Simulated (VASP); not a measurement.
Data:

```xyz
3
Lattice="0.0000 2.9855 2.9855 2.9855 0.0000 2.9855 2.9855 2.9855 0.0000" Properties=species:S:1:pos:R:3 pbc="T T T"
Li     1.4927     1.4927     1.4927
Li     4.4782     4.4782     4.4782
Se     0.0000     0.0000     0.0000
```

The numbers are results of r2SCAN meta-GGA, VASP's PBE PAW potentials (set 64) (plane waves; VASP), not measurements. Numerical set-up: 600 eV cut-off, 6×6×6 Γ-centred mesh, Gaussian smearing of 0.050 eV, potentials Li_sv Se.

Task: Predict the energy per atom (σ→0), band gap (on the k-mesh) with the smallest direct gap where there is one.

Result: 
The band gap (on the k-mesh) is 3.45 eV, the smallest direct gap (on the k-mesh) comes out as 4.22 eV and the energy per atom (σ→0) is -7.813 eV/atom.

The compound is Li2Se in the antifluorite structure. It was relaxed first.
